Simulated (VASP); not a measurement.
**Quasiparticle energies of SiC (Moissanite) in VASP**

Aim: the quasiparticle gap of SiC (Moissanite), and what it costs to get it. The cell is of the wurtzite type, one of the forms listed for this formula. The start is a cell from a database of measured crystal structures.

Calculated with VASP 6.6.1; LDA; plane waves and PAW (Si_GW, C_GW), in the first sound run; inputs show where later runs differ.

Report form: the programs' logs are mostly left out.

### Step 1. Starting point

Symmetry: P6_3mc, No. 186, hexagonal system. Conventional cell: a = 3.076 Å, b = 3.076 Å, c = 5.048 Å, α = 90.00°, β = 90.00°, γ = 120.00°. Nearest to Si lie 4 C at 1.87 to 1.94 Å. Nearest to C lie 4 Si at 1.87 to 1.94 Å. Farther neighbours are not listed.

Structure file:

```cif
data_structure
_symmetry_space_group_name_H-M 'P 1'
_symmetry_Int_Tables_number 1
_cell_length_a 3.0760
_cell_length_b 3.0760
_cell_length_c 5.0480
_cell_angle_alpha 90.000
_cell_angle_beta 90.000
_cell_angle_gamma 120.000
_cell_volume 41.36
loop_
_atom_site_label
_atom_site_type_symbol
_atom_site_fract_x
_atom_site_fract_y
_atom_site_fract_z
_atom_site_occupancy
Si1 Si 0.66667 0.33333 0.50000 1
Si2 Si 0.33333 0.66667 0.00000 1
C3 C 0.66667 0.33333 0.88500 1
C4 C 0.33333 0.66667 0.38500 1
```

### Step 2. Ground state

The orbitals come from a self-consistent LDA run. A small SIGMA keeps every occupation at zero or full.

File INCAR:

```
SYSTEM = SiC
PREC = Accurate
ENCUT = 440
EDIFF = 1E-08
NELM = 100
ISMEAR = 0
SIGMA = 0.01
LREAL = .FALSE.
ALGO = Normal
GGA = CA
NBANDS = 14
LORBIT = 11
LWAVE = .TRUE.
LCHARG = .FALSE.
KPAR = 4
```

File POSCAR:

```
SiC
1.0
    3.0760000000      0.0000000000      0.0000000000
   -1.5380000000      2.6638941420      0.0000000000
    0.0000000000      0.0000000000      5.0480000000
Si C
2 2
Direct
    0.6666666667      0.3333333333      0.5000000000
    0.3333333333      0.6666666667      0.0000000000
    0.6666666667      0.3333333333      0.8850000000
    0.3333333333      0.6666666667      0.3850000000
```

File KPOINTS:

```
Automatic mesh
0
Gamma
6 6 3
0 0 0
```

Potentials, in the order of the species: Si_GW and C_GW (LDA family, release 64).

Run with:

```sh
$ mpirun -np 4 vasp_std
```

Run time: 6 s. Hardware: 4 MPI ranks of AMD EPYC 7R43, shared host; peak memory 0.39 GiB.

The gap is read on the k-mesh alone, so it is an upper bound where the band edges lie off the mesh.

A gap read on the k-mesh alone can miss the band edges.

This step gave:

* free energy (TOTEN): -33.22 eV
* Fermi energy: 8.087 eV
* pressure: -4.846 GPa
* gap on the k-mesh: 2.194 eV
* least direct gap on the k-mesh: 3.971 eV

The cell has a gap of 2.19 eV on this mesh and a pressure of -4.8 GPa, which holds the misfit of the given cell and coordinates with this functional, and any error of cutoff, mesh and data sets. Forces of up to 0.73 eV/Å remain in these settings.

### Step 3. Empty bands

The next step needs empty bands that the ground-state run didn't converge, so the Hamiltonian is diagonalised exactly for NBANDS bands, in a single step. LOPTICS writes the k-derivatives of the orbitals (WAVEDER), which give the long-wavelength limit of the screening.

File INCAR:

```
SYSTEM = SiC
PREC = Accurate
ENCUT = 440
ISMEAR = 0
SIGMA = 0.01
LREAL = .FALSE.
GGA = CA
NBANDS = 36
ALGO = Exact
NELM = 1
LWAVE = .TRUE.
LCHARG = .FALSE.
LOPTICS = .TRUE.
NEDOS = 1000
CSHIFT = 0.1
```

POSCAR is that of step 2.

KPOINTS is that of step 2.

Run with:

```sh
$ mpirun -np 4 vasp_std
```

Elapsed: 16 s, on 4 MPI ranks; peak memory 0.59 GiB; 52 s of CPU time.

WAVECAR now holds 36 bands for 16 electrons. Its independent-particle dielectric tensor has xx, yy, zz = 7.6, 7.6, 8.2 on this mesh, which isn't tested for convergence in mesh or bands and lacks local fields.

### Step 4. G0W0, bands in the sums 36

This step: G0W0 on LDA; plane waves and PAW (Si_GW, C_GW) (VASP 6.6.1).

G0W0 keeps orbitals and screening fixed and shifts each of the lowest NBANDSGW levels once.

File INCAR:

```
SYSTEM = SiC
PREC = Accurate
ENCUT = 440
ISMEAR = 0
SIGMA = 0.01
LREAL = .FALSE.
GGA = CA
NBANDS = 36
ALGO = EVGW0
NELMGW = 1
ENCUTGW = 180
NOMEGA = 48
PRECFOCK = Fast
NBANDSGW = 16
LWAVE = .FALSE.
LCHARG = .FALSE.
```

POSCAR is that of step 3.

KPOINTS is that of step 3.

Run with:

```sh
$ mpirun -np 4 vasp_std
```

Wall time 81 s (4 MPI ranks); peak memory 0.74 GiB; 4.3 min of CPU time.

Numbers from this step:

* quasiparticle gap on the mesh: 2.894 eV
* smallest direct quasiparticle gap on the mesh: 4.955 eV
* gap of the starting orbitals on the mesh: 2.194 eV

GW takes the gap from 2.194 to 2.894 eV. The value holds for 36 bands, ENCUTGW = 180 eV and this mesh, and isn't shown to be converged in them.

### Step 5. Empty bands

This step: LDA; plane waves and PAW (Si_GW, C_GW) (VASP 6.6.1).

The empty bands are made again, for the run that follows.

File INCAR:

```
SYSTEM = SiC
PREC = Accurate
ENCUT = 440
ISMEAR = 0
SIGMA = 0.01
LREAL = .FALSE.
GGA = CA
NBANDS = 72
ALGO = Exact
NELM = 1
LWAVE = .TRUE.
LCHARG = .FALSE.
LOPTICS = .TRUE.
NEDOS = 1000
CSHIFT = 0.1
```

POSCAR is that of step 4.

KPOINTS is that of step 4.

Run with:

```sh
$ mpirun -np 4 vasp_std
```

Elapsed: 22 s, on 4 MPI ranks; peak memory 0.6 GiB; 67 s of CPU time.

WAVECAR now holds 72 bands for 16 electrons.

### Step 6. G0W0, bands in the sums 72

This step: G0W0 on LDA; plane waves and PAW (Si_GW, C_GW) (VASP 6.6.1).

The sums now run over 72 bands at the same response cutoff.

File INCAR:

```
SYSTEM = SiC
PREC = Accurate
ENCUT = 440
ISMEAR = 0
SIGMA = 0.01
LREAL = .FALSE.
GGA = CA
NBANDS = 72
ALGO = EVGW0
NELMGW = 1
ENCUTGW = 180
NOMEGA = 48
PRECFOCK = Fast
NBANDSGW = 16
LWAVE = .FALSE.
LCHARG = .FALSE.
```

POSCAR is that of step 5.

KPOINTS is that of step 5.

Run with:

```sh
$ mpirun -np 4 vasp_std
```

Run time: 2.6 min. Hardware: 4 MPI ranks; peak memory 0.82 GiB; 8.3 min of CPU time.

The gap is now 2.968 eV, +74 meV against the GW run before.

### Step 7. Empty bands

This step: LDA; plane waves and PAW (Si_GW, C_GW) (VASP 6.6.1).

File INCAR:

```
SYSTEM = SiC
PREC = Accurate
ENCUT = 440
ISMEAR = 0
SIGMA = 0.01
LREAL = .FALSE.
GGA = CA
NBANDS = 140
ALGO = Exact
NELM = 1
LWAVE = .TRUE.
LCHARG = .FALSE.
LOPTICS = .TRUE.
NEDOS = 1000
CSHIFT = 0.1
```

POSCAR is that of step 6.

KPOINTS is that of step 6.

Run with:

```sh
$ mpirun -np 4 vasp_std
```

Elapsed: 21 s, on 4 MPI ranks; peak memory 0.61 GiB.

WAVECAR now holds 140 bands for 16 electrons.

### Step 8. G0W0, bands in the sums 140

This step: G0W0 on LDA; plane waves and PAW (Si_GW, C_GW) (VASP 6.6.1).

The sums now run over 140 bands at the same response cutoff.

File INCAR:

```
SYSTEM = SiC
PREC = Accurate
ENCUT = 440
ISMEAR = 0
SIGMA = 0.01
LREAL = .FALSE.
GGA = CA
NBANDS = 140
ALGO = EVGW0
NELMGW = 1
ENCUTGW = 180
NOMEGA = 48
PRECFOCK = Fast
NBANDSGW = 16
LWAVE = .FALSE.
LCHARG = .FALSE.
```

POSCAR is that of step 7.

KPOINTS is that of step 7.

Run with:

```sh
$ mpirun -np 4 vasp_std
```

Wall time 4.1 min (4 MPI ranks); peak memory 0.94 GiB.

The gap is now 3.072 eV, +104 meV against the GW run before.

### Step 9. Empty bands

This step: LDA; plane waves and PAW (Si_GW, C_GW) (VASP 6.6.1).

File INCAR:

```
SYSTEM = SiC
PREC = Accurate
ENCUT = 440
ISMEAR = 0
SIGMA = 0.01
LREAL = .FALSE.
GGA = CA
NBANDS = 228
ALGO = Exact
NELM = 1
LWAVE = .TRUE.
LCHARG = .FALSE.
LOPTICS = .TRUE.
NEDOS = 1000
CSHIFT = 0.1
```

POSCAR is that of step 8.

KPOINTS is that of step 8.

Run with:

```sh
$ mpirun -np 4 vasp_std
```

The job ended after 25 s (4 MPI ranks; peak memory 0.66 GiB).

WAVECAR now holds 228 bands for 16 electrons.

### Step 10. G0W0, bands in the sums 228

This step: G0W0 on LDA; plane waves and PAW (Si_GW, C_GW) (VASP 6.6.1).

The sums now run over 228 bands at the same response cutoff.

File INCAR:

```
SYSTEM = SiC
PREC = Accurate
ENCUT = 440
ISMEAR = 0
SIGMA = 0.01
LREAL = .FALSE.
GGA = CA
NBANDS = 228
ALGO = EVGW0
NELMGW = 1
ENCUTGW = 180
NOMEGA = 48
PRECFOCK = Fast
NBANDSGW = 16
LWAVE = .FALSE.
LCHARG = .FALSE.
```

POSCAR is that of step 9.

KPOINTS is that of step 9.

Run with:

```sh
$ mpirun -np 4 vasp_std
```

The job ended after 5.6 min (4 MPI ranks; peak memory 1.1 GiB; 20 min of CPU time).

The gap is now 3.125 eV, +53 meV against the GW run before.

### Step 11. Summary

This step: GW series: G0W0 on LDA; plane waves and PAW (VASP 6.6.1).

This step runs nothing: it gathers the runs above.

Cost is wall time times ranks on a shared host, with the step that makes the empty bands. GW runs:

```csv
level,bands,ENCUTGW (eV),NOMEGA,k mesh,starting gap (eV),quasiparticle gap (eV),direct gap (eV),cost (core minutes)
G0W0,36,180,48,6x6x3,2.194,2.894,4.955,6.48
G0W0,72,180,48,6x6x3,2.194,2.968,4.983,11.81
G0W0,140,180,48,6x6x3,2.194,3.071,5.051,17.67
G0W0,228,180,48,6x6x3,2.194,3.125,5.086,24.14
```

### Step 12. Outcome

| Property | Result |
| --- | --- |
| G0W0 on LDA, 228 bands, ENCUTGW 180 eV, NOMEGA 48, mesh 6×6×3 | 2.194 → 3.125 eV |
| G0W0 on LDA, 36 bands, ENCUTGW 180 eV, NOMEGA 48, mesh 6×6×3 | 2.194 → 2.894 eV |

G0W0 gives a quasiparticle gap of 3.125 eV on the mesh, 0.93 eV over the LDA gap on the same mesh. On this mesh the starting valence top lies at Γ and the conduction bottom at (0.333, 0.333, 0), so the starting gap is indirect. The steps of the series move the gap by +74, +104, +54 meV; the last costs 1.4 times the one before. The last step lies outside a tolerance of 30 meV, picked for this account, and the last two together move the gap by +157 meV. Response cutoff and mesh weren't varied, so the series can only reach this cutoff's value, and band edges off the mesh aren't seen. The given cell is kept, although it stands at -4.8 GPa at LDA and ENCUT = 440 eV, which holds the mismatch of the given cell with this functional and any basis-set error. The atoms weren't relaxed and carry forces of up to 0.73 eV/Å at LDA in the first static run, so the numbers belong to the given coordinates, and a relaxation would change them. Not tabulated here, as repeats of values shown or as unfit to read for their mesh, reference level or band range: eps2 curves (empty bands); eps1 curves and static values (empty bands); gaps (empty bands).

[Lines on the potential files, build, host, timing and source positions are cut from VASP's logs without a mark.]

[Logs are printed without paths, hosts, clocks, repeated set-up lines and the standing remarks that a program may print on its own settings, such as how far it seeks lower states.]

[Hosts, paths, dates, database ids (printed as entryN), source tags and the programs' standing remarks are cut or masked in the printed files.]

[Pressures printed for these runs are not shown converged in the cutoff: they can be off by several GPa and have the wrong sign.]
